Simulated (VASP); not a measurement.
The system is Si2W.

```
W Si
1.0
    -1.60000    1.60000    3.90000
     1.60000   -1.60000    3.90000
     1.60000    1.60000   -3.90000
W Si
1 2
Cartesian
  0.0000 0.0000 0.0000
  0.0000 0.0000 2.6130
  0.0000 0.0000 5.1870
```

The cell was built by a generator and needn't be a form met in nature.

```yaml
Program: VASP 6.6.1
Task: relaxation of cell and atoms
Functional: PBE
Potentials_or_basis: VASP PAW PBE potentials, release 64 (W_sv, Si)
Cutoff: 700 eV
k_mesh: 14 × 14 × 18
Occupations: methfessel-paxton, width 0.1 eV
Spin: no spin polarisation
```

At the start: pressure 6.5 GPa; volume 13.31 Å³/atom.

Q: How do energy, volume and symmetry change on relaxing?

A: Over 11 steps the energy falls by 7.4 meV/atom and the volume is 13.68 Å³/atom (+2.8 %); space group I4/mmm (No. 139, to 0.05 Å).

Step by step:
| step | energy change (eV) | largest force (eV/Å) | pressure (GPa) | volume (Å³) |
| --- | --- | --- | --- | --- |
| 1 | 0.0000 | 0.1428 | 6.46 | 39.94 |
| 2 | 0.0465 | 0.1907 | -9.86 | 43.12 |
| 3 | -0.0221 | 0.0101 | -0.09 | 41.05 |
| 4 | -0.0221 | 0.0125 | 0.03 | 41.03 |
| 5 | -0.0222 | 0.0031 | 0.05 | 41.04 |
| 6 | -0.0222 | 0.0060 | 0.05 | 41.03 |
| 7 | -0.0222 | 0.0059 | 0.05 | 41.03 |
| 8 | -0.0221 | 0.0093 | 0.05 | 41.03 |
| 9 | -0.0222 | 0.0060 | 0.05 | 41.03 |
| 10 | -0.0222 | 0.0003 | -0.08 | 41.06 |
| 11 | -0.0222 | 0.0032 | -0.02 | 41.04 |

Final structure:
```
W Si
1.0
    -1.61510    1.61510    3.93359
     1.61510   -1.61510    3.93359
     1.61510    1.61510   -3.93359
W Si
1 2
Cartesian
  0.0000 0.0000 0.0000
  0.0000 0.0000 2.6325
  0.0000 0.0000 5.2347
```
